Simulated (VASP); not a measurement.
Given:

```xyz
8
Lattice="0.0000 2.7221 2.7221 2.7221 0.0000 2.7221 10.8613 10.8613 0.0270" Properties=species:S:1:pos:R:3 pbc="T T T"
Be    10.7167    10.7167     0.1716
Be     2.6717     2.6717     0.0503
Be     8.1929     8.1929     5.4174
Be    11.0042    11.0042     5.3283
Te     1.2772     1.2772     1.4449
Te     4.0754     4.0754     1.3687
Te     6.8756     6.8756     1.2907
S      9.5131     9.5131     1.3752
```

All values below come from PBEsol GGA, VASP's PBE PAW potentials (set 64) (plane waves; VASP 6.6.1). Run with 400 eV cut-off, Gaussian smearing of 0.050 eV, potentials Be Te S.

Unless said otherwise, spin-orbit coupling is left out, though it shifts the bands of the heavy elements here.

Give the energies of bands 7 to 20 at the high-symmetry points, in eV from the valence-band maximum.

| band | Γ | T | H2 | L | S0 | F |
|---|---|---|---|---|---|---|
| 7 | -3.75 | -2.78 | -5.22 | -5.46 | -5.23 | -5.41 |
| 8 | -2.78 | -2.78 | -5.02 | -5.27 | -5.03 | -5.27 |
| 9 | -2.78 | -2.08 | -4.67 | -3.83 | -4.66 | -3.87 |
| 10 | -0.86 | -1.70 | -4.45 | -3.78 | -4.40 | -3.79 |
| 11 | -0.86 | -0.91 | -4.05 | -3.47 | -4.13 | -3.33 |
| 12 | -0.62 | -0.91 | -3.90 | -2.57 | -3.87 | -3.06 |
| 13 | -0.55 | -0.41 | -3.17 | -2.42 | -3.19 | -2.46 |
| 14 | -0.55 | -0.41 | -2.65 | -2.20 | -2.65 | -2.09 |
| 15 | 0.00 | -0.10 | -2.43 | -1.83 | -2.45 | -1.57 |
| 16 | 0.00 | -0.10 | -2.33 | -1.50 | -2.30 | -1.33 |
| 17 | 1.83 | 2.01 | 2.87 | 1.77 | 2.78 | 1.48 |
| 18 | 3.51 | 3.51 | 2.99 | 2.25 | 3.24 | 2.45 |
| 19 | 3.53 | 3.61 | 3.65 | 3.10 | 3.35 | 2.70 |
| 20 | 3.58 | 3.75 | 4.00 | 3.36 | 4.22 | 2.98 |

The gap is indirect, 1.48 eV, from the valence maximum at Γ to the conduction minimum at F.

The structure was generated: Be4STe3 was put into an ordered model structure (R3m), which need not be its known phase. It was relaxed first.
